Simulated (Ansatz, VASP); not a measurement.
# Cross-check of GaH2N (honeycomb GaN sheet capped with H on both sides) between VASP and Ansatz

One calculation is typed for both programs; each brings its own data sets. How far apart do they land? Of the first pair: The structure shown is the end of the Ansatz relaxation below.

Main program and level: Ansatz 0.2.0; plane waves, with VASP 6.6.1 beside it; single point at PBE.

## 1. The starting structure

The cell holds 4 atoms: 1 Ga, 1 N and 2 H. Its edges and angles: a = 3.228 Å, b = 3.228 Å, c = 16.150 Å, α = 90.0°, β = 90.0°, γ = 120.0°. As first built, before any earlier steps moved the atoms (in the runner's words): own sheet built from covalent radii; start for a relaxation. Vacuum lies along c.

## 2. Ansatz: relaxation, PBE

Ansatz runs on its default PAW (the set named soft_2) files.

This run makes the geometry at which the two programs are then compared.

The input, input.yaml:

```yaml
crystal:
  lattice:
    - [3.2275826585, -2.793e-07, 0.0]
    - [-1.6137910874, 2.7951687147, 0.0]
    - [0.0, 0.0, 16.15]
  atoms:
    - { symbol: Ga, position: [0.3333333333, 0.6666666667, 0.5138051646] }
    - { symbol: "N", position: [0.6666666667, 0.3333333333, 0.4698825584] }
    - { symbol: H, position: [0.3333333333, 0.6666666667, 0.6098985767] }
    - { symbol: H, position: [0.6666666667, 0.3333333333, 0.4064137003] }
kpoints:
  mp_grid: { grid: [9, 9, 1] }
scf:
  occupations: { method: fermi_dirac, width: 0.05 }
  max_iter: 100
hamiltonian:
  xc: pbe
relax:
  adjacent_minimum: "off"
  f_tol: 0.01
  max_steps: 60
  cell: { fix: [c, alpha, beta] }
```

Command:

```console
$ ansatz run input.yaml --threads 4 --pin off --max-ram 10240MiB --backend cpu --events-out ev --progress --plain --runs-dir out
```

Numbers of over 12 decimals in the logs are rounded to 6 here.

Output:

```text
Engine: ansatz 0.2.0, x86_64-unknown-linux-gnu
Pseudopotentials: kind: paw
Pseudopotential: Ga, paw, valence charge 13, recommended cutoff 420 eV (normal), Ga.paw.azcp
Pseudopotential: N, paw, valence charge 5, recommended cutoff 420 eV (normal), N.paw.azcp
Pseudopotential: H, paw, valence charge 1, recommended cutoff 420 eV (normal), H.paw.azcp
Functional definition: PBE
  parameter kappa = 0.804
  parameter beta = 0.066725
  exchange = pbe_x(kappa = kappa, mu = beta*pi^2/3)
  correlation = pbe_c(beta = beta)
Crystal: 4 atoms, lattice volume = 145.699 Å³
Basis set: ecut = 420 eV, 2921 PW (Γ), exchange–correlation on 48×48×216 points (8 copies of the dense FFT grid, shifted against one another)
Bands: 14, of which v1, the nominal top of the filled ones, is band 10 counted from 1 (9 counted from 0)
Symmetry: 6 space group operations
Space group: P3m1 (ITA 156), of the structure as read, at distance tolerance 5.3e-5 Å
k-points: 12 of 81 (time reversal used)
Non-local potential: Ga, projectors of the file, l = 0: 2, l = 1: 2, l = 2: 3, l = 3: 1
Non-local potential: N, projectors of the file, l = 0: 2, l = 1: 2, l = 2: 1
Non-local potential: H, projectors of the file, l = 0: 2, l = 1: 1
PAW form: soft (Blöchl's): semilocal exchange-correlation on the pseudo side does not see the compensation charge
PAW one-centre angular grid: Ga, 590 points (default); XC on 64 Gauss nodes
PAW one-centre angular grid: N, 110 points (default); XC on 64 Gauss nodes
PAW one-centre angular grid: H, 110 points (default); XC on 64 Gauss nodes
Initial density: superposition of atomic densities (neutral atoms: chi_scale 0, normalization atom), corrected by the library's trained network
Initial wavefunctions: pseudopotential atomic-orbital guess
Functional: x = pbe(κ = 0.804, μ = 0.219515), c = pbe(β = 0.066725)
SCF iter   1: F=—  HF=-4199.649642 eV  |F-HF|=—  |Δ(HF+E_count)|=         —  Δρ=1.47e-3  dr2=1.99e-2  ethr=1.77e-3  ⟨swp⟩=6.7  Hψ=1008  notcnv=0
preconditioner: auto → none  [insulator: Δε(μ)=3.250 eV  Ē_g=15.717 eV  σ=0.050 eV  W_gap=1.00  n_scr=10 (ndim 8)  ℏωp=13.8 eV  f_vac=0.682  D(μ)=0.00/eV (n_scr^D=0)  ε∞_Penn≈1.8]
SCF iter   2: F=—  HF=-4199.647425 eV  |F-HF|=—  |Δ(HF+E_count)|=   2.22e-3  Δρ=1.43e-3  dr2=6.54e-3  ethr=9.96e-5  ⟨swp⟩=2.8  Hψ=397  notcnv=0
SCF iter   3: F=—  HF=-4199.646179 eV  |F-HF|=—  |Δ(HF+E_count)|=   1.25e-3  Δρ=5.30e-4  dr2=5.93e-4  ethr=3.27e-5  ⟨swp⟩=2.0  Hψ=251  notcnv=0
SCF iter   4: F=—  HF=-4199.646427 eV  |F-HF|=—  |Δ(HF+E_count)|=   2.48e-4  Δρ=3.40e-4  dr2=1.80e-4  ethr=2.96e-6  ⟨swp⟩=2.1  Hψ=313  notcnv=0
SCF iter   5: F=—  HF=-4199.646442 eV  |F-HF|=—  |Δ(HF+E_count)|=   1.48e-5  Δρ=5.24e-5  dr2=3.53e-6  ethr=8.98e-7  ⟨swp⟩=2.3  Hψ=281  notcnv=0
SCF iter   6: F=—  HF=-4199.646421 eV  |F-HF|=—  |Δ(HF+E_count)|=   2.05e-5  Δρ=1.33e-5  dr2=2.43e-7  ethr=1.77e-8  ⟨swp⟩=2.1  Hψ=310  notcnv=0
SCF iter   7: F=-4199.646421 eV  HF=-4199.646421 eV  |F-HF|=2.08e-8  |Δ(HF+E_count)|=   3.72e-7  Δρ=3.57e-6  dr2=1.27e-8  ethr=5.00e-10  ⟨swp⟩=5.0  Hψ=609  notcnv=0
SCF 1 converged in 7 iterations: F = -4199.646421 eV  dr2 = 1.27e-8
  greatest PAW one-centre occupation: 0.995 electrons in one spin orbital (limit 2), on the Ga atom at site 0 (counted from 0), in its partial waves of l = 2
relax step   1: F+E_penalty+E_count = -4199.64642147 eV  Δ(F+E_penalty+E_count) = +0.000e0 eV  max|allowed force component| = 4.217e-3 eV/Å  Δτ_max = 0.0000 Å  P = -0.042 GPa  Ω = 145.699 Å³  fix = [c, alpha, beta]  reactions: c -0.030 GPa  (7 SCF iters, dr2 threshold 1.00e-7 eV, accepted)
Initial density: handed on by an earlier stage of this run
Initial wavefunctions: pseudopotential atomic-orbital guess (no wavefunctions were taken with the density)
iter 1 solved again at ethr=9.31e-8 eV; its pass at ethr=3.10e-3 eV (dr2=1.86e-5 eV) is discarded
SCF iter   1: F=—  HF=-4199.646453 eV  |F-HF|=—  |Δ(HF+E_count)|=         —  Δρ=3.51e-6  dr2=1.29e-8  ethr=9.31e-8  ⟨swp⟩=3.8  Hψ=1517  notcnv=0
preconditioner: auto → none  [insulator: Δε(μ)=3.209 eV  Ē_g=15.674 eV  σ=0.050 eV  W_gap=1.00  n_scr=10 (ndim 8)  ℏωp=13.8 eV  f_vac=0.681  D(μ)=0.00/eV (n_scr^D=0)  ε∞_Penn≈1.8]
SCF iter   2: F=—  HF=-4199.646421 eV  |F-HF|=—  |Δ(HF+E_count)|=   3.16e-5  Δρ=2.19e-6  dr2=4.35e-9  ethr=6.44e-11  ⟨swp⟩=3.1  Hψ=343  notcnv=0
SCF iter   3: F=—  HF=-4199.646421 eV  |F-HF|=—  |Δ(HF+E_count)|=   5.18e-9  Δρ=9.94e-7  dr2=9.16e-10  ethr=2.18e-11  ⟨swp⟩=2.0  Hψ=274  notcnv=0
SCF iter   4: F=—  HF=-4199.646421 eV  |F-HF|=—  |Δ(HF+E_count)|=   2.42e-9  Δρ=3.70e-7  dr2=2.97e-10  ethr=4.58e-12  ⟨swp⟩=2.2  Hψ=292  notcnv=0
SCF iter   5: F=-4199.646421 eV  HF=-4199.646421 eV  |F-HF|=4.55e-12  |Δ(HF+E_count)|=  7.09e-11  Δρ=8.49e-8  dr2=9.04e-12  ethr=1.00e-12  ⟨swp⟩=3.3  Hψ=667  notcnv=0
SCF 2 converged in 5 iterations: F = -4199.646421 eV  dr2 = 9.04e-12
relax step   2: F+E_penalty+E_count = -4199.64642148 eV  Δ(F+E_penalty+E_count) = -8.215e-9 eV  max|allowed force component| = 4.158e-3 eV/Å  Δτ_max = 0.0000 Å  P = -0.042 GPa  Ω = 145.699 Å³  fix = [c, alpha, beta]  reactions: c -0.031 GPa  stress off target by 4.71e-2 GPa on what of the cell is left free  SCF on the basis re-selected at this cell (its energy is not comparable with the rows above)  (5 SCF iters)
basis re-selected at this cell: Δ(F+E_penalty+E_count) = -8.215e-9 eV, ΔP = -0.000 GPa vs the last step (what re-selecting the basis moved, of the pressure what is left beyond the Pulay correction that the steps carried, after the strain that the cell walked since its last selection, with what the two solves' SCF thresholds leave and, on support functions, any second-order correction that the steps lacked; it is no m [...]
SCF converged after 5 iterations
Free energy (F): -4199.646421 eV
Harris-Foulkes:  -4199.646421 eV  (|F-HF|=4.55e-12)
Internal energy: -4199.646421 eV  (E = F + TS)
E sigma→0 (E₀):  -4199.646421 eV
Fermi energy:    -1.659611 eV
--- Per-component energies (eV) ---
  E_band       = -241.668946
  E_kinetic    = 273.314913
  E_local      = -9858.055947  (includes V_loc(G=0)·N_el)
  E_nonlocal   = 475.708467
  E_hartree    = 4729.585426
  E_xc         = -146.007958
  E_vxc        = -156.108707  (∫ρ·V_xc dr)
  E_paw        = -2119.673856  (= ΣΔE_a)
  E_vpaw       = -435.696185  (= ΣTr[D̂ρ^β])
  E_aug_tail   = -0.002497  (compensation charges beyond the density's cutoff)
  E_ewald      = 2445.485029
  E_smearing   = -0.000000  (= −TS)
  E_closure    = -0.000000  (closes the sum)
  Σ components = -4199.646421   (vs F -4199.646421, Δ=0.00e0)
--- Forces (eV/Å), atoms counted from 1 ---
  atom   1  Ga    -0.00000000     0.00000000     0.00415784
  atom   2  N      0.00000000     0.00000000    -0.00220762
  atom   3  H      0.00000000    -0.00000000    -0.00169789
  atom   4  H     -0.00000000     0.00000000    -0.00025248
  max |Σ_I F_I| component: 1.53e-7 eV/Å
--- Stress (GPa, compression-positive) ---
       -0.047075      -0.000000       0.000000
       -0.000000      -0.047075      -0.000000
        0.000000      -0.000000      -0.030529
  P = ⅓ Tr σ = -0.0416 GPa (-0.416 kbar)
--- Relaxed structure (1 steps of the walk, 1 accepted, 1 SCFs on fresh bases) ---
  F+E_penalty+E_count = -4199.64642148 eV   max|allowed force component| = 4.158e-3 eV/Å   (the final SCF, on the basis selected at the relaxed cell)
  cell:  # Å, volume = 145.6994 Å³
    - [3.227583, -2.792821625115136e-7, 0.0]
    - [-1.613791, 2.795169, 0.0]
    - [0.0, 0.0, 16.15]
  atoms:
    - { symbol: Ga, position: [0.333333, 0.666667, 0.513805] }
    - { symbol: N, position: [0.666667, 0.333333, 0.469883] }
    - { symbol: H, position: [0.333333, 0.666667, 0.609899] }
    - { symbol: H, position: [0.666667, 0.333333, 0.406414] }
```

## 3. VASP: single point, PBE, relaxed cell, pair 1

The same cell, functional, mesh and smearing now go to VASP, with its own data sets.

Lines of VASP's logs that name or quote its potential files are left out, and so is its time.

The input, INCAR:

```
SYSTEM = GaH2N
PREC = Accurate
ENCUT = 600
EDIFF = 1E-06
NELM = 120
ISMEAR = -1
SIGMA = 0.05
LREAL = .FALSE.
ALGO = Normal
GGA = PE
NBANDS = 16
LORBIT = 11
LWAVE = .FALSE.
LCHARG = .FALSE.
ISIF = 2
LASPH = .TRUE.
GGA_COMPAT = .FALSE.
EFERMI = MIDGAP
```

The input, POSCAR:

```
GaH2N
1.0
    3.2275826585     -0.0000002793      0.0000000000
   -1.6137910874      2.7951687147      0.0000000000
    0.0000000000      0.0000000000     16.1500000000
Ga N H
1 1 2
Direct
    0.3333333333      0.6666666667      0.5138051646
    0.6666666667      0.3333333333      0.4698825584
    0.3333333333      0.6666666667      0.6098985767
    0.6666666667      0.3333333333      0.4064137003
```

The input, KPOINTS:

```
Automatic mesh
0
Gamma
9 9 1
0 0 0
```

The projector-augmented-wave data sets are Ga_d, N and H (PBE family, release 64).

Command:

```console
$ mpirun -np 1 vasp_std
```

Output:

```text
[banner, memory and clock lines left out]
running    1 mpi-ranks, on    1 nodes
 distrk:  each k-point on    1 cores,    1 groups
 distr:  one band on    1 cores,    1 groups

 POSCAR found type information on POSCAR GaN H
 POSCAR found :  3 types and       4 ions
 LDA part: xc-table for (Slater+PW92), standard interpolation
 POSCAR, INCAR and KPOINTS ok, starting setup
 FFT: planning ... GRIDC
 FFT: planning ... GRID_SOFT
 FFT: planning ... GRID
 WAVECAR not read
 entering main loop
       N       E                     dE             d eps       ncg     rms          rms(c)
DAV:   1     0.134313561702E+03    0.13431E+03   -0.97033E+03   384   0.127E+03
DAV:   2    -0.139996246343E+01   -0.13571E+03   -0.13108E+03   480   0.295E+02
DAV:   3    -0.208645053643E+02   -0.19465E+02   -0.19304E+02   464   0.102E+02
DAV:   4    -0.216380267439E+02   -0.77352E+00   -0.77301E+00   584   0.249E+01
DAV:   5    -0.216430210026E+02   -0.49943E-02   -0.49940E-02   488   0.168E+00    0.882E+00
DAV:   6    -0.191469171795E+02    0.24961E+01   -0.82791E+00   608   0.358E+01    0.339E+00
DAV:   7    -0.190545366658E+02    0.92381E-01   -0.89976E-01   528   0.784E+00    0.241E+00
DAV:   8    -0.189523000992E+02    0.10224E+00   -0.30692E-01   560   0.597E+00    0.605E-01
DAV:   9    -0.189346361462E+02    0.17664E-01   -0.84618E-02   616   0.373E+00    0.267E-01
DAV:  10    -0.189275919853E+02    0.70442E-02   -0.96651E-03   528   0.135E+00    0.112E-01
DAV:  11    -0.189244100867E+02    0.31819E-02   -0.27351E-03   528   0.526E-01    0.802E-02
DAV:  12    -0.189243880361E+02    0.22051E-04   -0.13326E-03   424   0.231E-01    0.447E-02
DAV:  13    -0.189242957837E+02    0.92252E-04   -0.29300E-04   456   0.157E-01    0.406E-02
DAV:  14    -0.189247393765E+02   -0.44359E-03   -0.17927E-04   448   0.774E-02    0.262E-02
DAV:  15    -0.189251058208E+02   -0.36644E-03   -0.64903E-05   440   0.891E-02    0.252E-02
DAV:  16    -0.189255035995E+02   -0.39778E-03   -0.10222E-04   408   0.952E-02    0.860E-03
DAV:  17    -0.189256316905E+02   -0.12809E-03   -0.20946E-05   432   0.314E-02    0.683E-03
DAV:  18    -0.189256738761E+02   -0.42186E-04   -0.66145E-06   432   0.161E-02    0.159E-03
DAV:  19    -0.189256834881E+02   -0.96120E-05   -0.56014E-07   376   0.945E-03    0.644E-04
DAV:  20    -0.189256948492E+02   -0.11361E-04   -0.56715E-07   376   0.402E-03    0.598E-04
DAV:  21    -0.189256977133E+02   -0.28640E-05   -0.86650E-08   376   0.308E-03    0.222E-04
DAV:  22    -0.189256986447E+02   -0.93138E-06   -0.26317E-08   352   0.147E-03
   1 F= -.18925699E+02 E0= -.18925699E+02  d E =-.153199E-14
```

OUTCAR, selected parts (step 3):

```text
ion  position               nearest neighbor table
   1  0.333  0.667  0.514-   3 1.55   2 1.99   2 1.99   2 1.99
   2  0.667  0.333  0.470-   4 1.03   1 1.99   1 1.99   1 1.99
   3  0.333  0.667  0.610-   1 1.55
   4  0.667  0.333  0.406-   2 1.03

  LATTYP: Found a hexagonal cell.
 ALAT       =     3.2275826585
 C/A-ratio  =     5.0037448173

 Subroutine GETGRP returns: Found  6 space group operations
 (whereof  6 operations were pure point group operations)

The static configuration has the point symmetry C_3v.

 Found     12 irreducible k-points:

   k-points           NKPTS =     12   k-points in BZ     NKDIM =     12   number of bands    NBANDS=     16

   dimension x,y,z NGX =    28 NGY =   28 NGZ =  140
   dimension x,y,z NGXF=    56 NGYF=   56 NGZF=  280

   ENCUT  =  600.0 eV  44.10 Ry    6.64 a.u.   6.45  6.45 32.26*2*pi/ulx,y,z

   NELECT =      20.0000    total number of electrons

 k-points in reciprocal lattice and weights: Automatic mesh
   0.00000000  0.00000000  0.00000000       0.012
   0.11111111  0.00000000  0.00000000       0.074
   0.22222222 -0.00000000  0.00000000       0.074
   0.33333333 -0.00000000  0.00000000       0.074
   0.44444444 -0.00000000  0.00000000       0.074
   0.11111111  0.11111111  0.00000000       0.074
   0.22222222  0.11111111  0.00000000       0.148
   0.33333333  0.11111111  0.00000000       0.148
   0.44444444  0.11111111  0.00000000       0.074
   0.22222222  0.22222222  0.00000000       0.074
   0.33333333  0.22222222  0.00000000       0.148
   0.33333333  0.33333333  0.00000000       0.025

 average (electrostatic) potential at core
       1 -71.9852       2 -71.1302       3 -37.7555       4 -41.8641

 E-fermi :  -2.4073

 k-point     1 :       0.0000    0.0000    0.0000
  band No.  band energies     occupation
    ...
      6     -16.3185      2.00000
      7     -10.5682      2.00000
      8      -5.6875      2.00000
      9      -4.0123      2.00000
     10      -4.0123      2.00000
     11      -0.8023      0.00000
     12       0.8979      0.00000
     13       2.1674      0.00000
     14       2.4878      0.00000
     15       3.7288      0.00000
    ...

 k-point     2 :       0.1111    0.0000    0.0000
  band No.  band energies     occupation
    ...
      6     -16.3071      2.00000
      7     -10.4659      2.00000
      8      -5.6835      2.00000
      9      -4.6813      2.00000
     10      -4.1716      2.00000
     11      -0.3666      0.00000
     12       1.2790      0.00000
     13       2.4437      0.00000
     14       2.6724      0.00000
     15       3.9817      0.00000
    ...

 k-point     3 :       0.2222   -0.0000    0.0000
  band No.  band energies     occupation
    ...
      6     -16.2247      2.00000
      7     -10.1896      2.00000
      8      -6.4067      2.00000
      9      -5.1654      2.00000
     10      -4.5496      2.00000
     11       0.3806      0.00000
     12       2.0985      0.00000
     13       3.1068      0.00000
     14       3.1768      0.00000
     15       4.1882      0.00000
    ...

  Total       -0.0616054     -0.0616054     -0.0847398      0.0000000     -0.0000000     -0.0000000
  in kB       -0.6774406     -0.6774406     -0.9318371      0.0000000     -0.0000000     -0.0000000
  external PRESSURE =      -0.7622394 kB  Pullay stress =       0.0000000 kB

  energy-cutoff  :      600.00
  volume of cell :      145.70
      direct lattice vectors                 reciprocal lattice vectors
     3.227582658 -0.000000279  0.000000000     0.309829416  0.178880061  0.000000000
    -1.613791087  2.795168715  0.000000000     0.000000031  0.357760176  0.000000000
     0.000000000  0.000000000 16.150000000     0.000000000  0.000000000  0.061919505

 POSITION                                       TOTAL-FORCE (eV/Angst)
 -----------------------------------------------------------------------------------
      0.00000      1.86345      8.29795        -0.000000      0.000000      0.065383
      1.61379      0.93172      7.58860        -0.000000      0.000000     -0.021589
      0.00000      1.86345      9.84986         0.000000     -0.000000     -0.030688
      1.61379      0.93172      6.56358         0.000000     -0.000000     -0.013106
 -----------------------------------------------------------------------------------
    total drift:                                0.000000     -0.000000     -0.000511

  FREE ENERGIE OF THE ION-ELECTRON SYSTEM (eV)
  ---------------------------------------------------
  free  energy   TOTEN  =       -18.9256986447 eV

  energy  without entropy=      -18.9256986447  energy(sigma->0) =      -18.92569864

 total charge
# of ion       s       p       d       tot
------------------------------------------
    1        0.821   0.887  10.101  11.808
    2        1.219   2.572   0.000   3.791
    3        0.540   0.010   0.000   0.550
    4        0.639   0.083   0.000   0.722
--------------------------------------------------
tot          3.218   3.552  10.101  16.872

[... 3 further parts left out ...]
```

## 4. Side by side

Known differences besides the potentials themselves: the cutoff is 420 eV in Ansatz and 600 eV in VASP; Ansatz's pressure holds a Pulay correction, VASP's none. Total energies have different zeros and are not compared.

The two programs side by side:

| quantity | Ansatz | VASP | difference |
| --- | --- | --- | --- |
| pressure (GPa) | -0.04 | -0.08 | +0.03 |
| gap on the k mesh (eV) | 3.209 | 3.210 | -0.001 |

Forces (eV/Å; atoms numbered as in POSCAR):

| atom | Ansatz x, y, z | VASP x, y, z |
| --- | --- | --- |
| Ga1 | 0.000, 0.000, 0.004 | 0.000, 0.000, 0.065 |
| N2 | 0.000, 0.000, -0.002 | 0.000, 0.000, -0.022 |
| H3 | 0.000, 0.000, -0.002 | 0.000, 0.000, -0.031 |
| H4 | 0.000, 0.000, 0.000 | 0.000, 0.000, -0.013 |

The forces differ by 21 meV/Å r.m.s., where the r.m.s. force is 0.001 eV/Å in Ansatz and 0.022 eV/Å in VASP: the atoms lie near their places of rest in Ansatz, so a percentage would say little (all taken over all components). A gap on the mesh is an upper bound, since the band edges may lie between its points. With vacuum in the cell, a pressure given here is an average over mostly empty space and none of the material.

(Part 1 of 2 ends here.)

[Lines on the potential files, build, host, timing and source positions are cut from VASP's logs without a mark.]

[Logs are printed without paths, hosts, clocks, repeated set-up lines and the standing remarks that a program may print on its own settings, such as how far it seeks lower states.]

[Hosts, paths, dates, database ids (printed as entryN), source tags and the programs' standing remarks are cut or masked in the printed files.]
